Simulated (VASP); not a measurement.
```yaml
crystal:
  lattice:
    - [0.00000, 2.38882, 2.38882]
    - [2.38882, 0.00000, 2.38882]
    - [2.38882, 2.38882, 0.00000]
  atoms:
    - { symbol: B, position: [0.25000, 0.25000, 0.25000] }
    - { symbol: As, position: [0.00000, 0.00000, 0.00000] }
```

Computed with PBEsol GGA, VASP's PBE PAW potentials (set 64) (plane waves; VASP). Run with 520 eV cut-off, Gaussian smearing of 0.050 eV, potentials B As.

Predict the band gap (along the path) with the smallest direct gap where there is one.

| Property | Result |
|---|---|
| band gap (along the path) | 1.08 eV |
| smallest direct gap (along the path) | 3.24 eV |

Only differences to runs with the same potentials and settings are physical.

The structure comes from a computed database's BAs entry (F-43m); how it stands against other phases isn't given here. It was relaxed first.
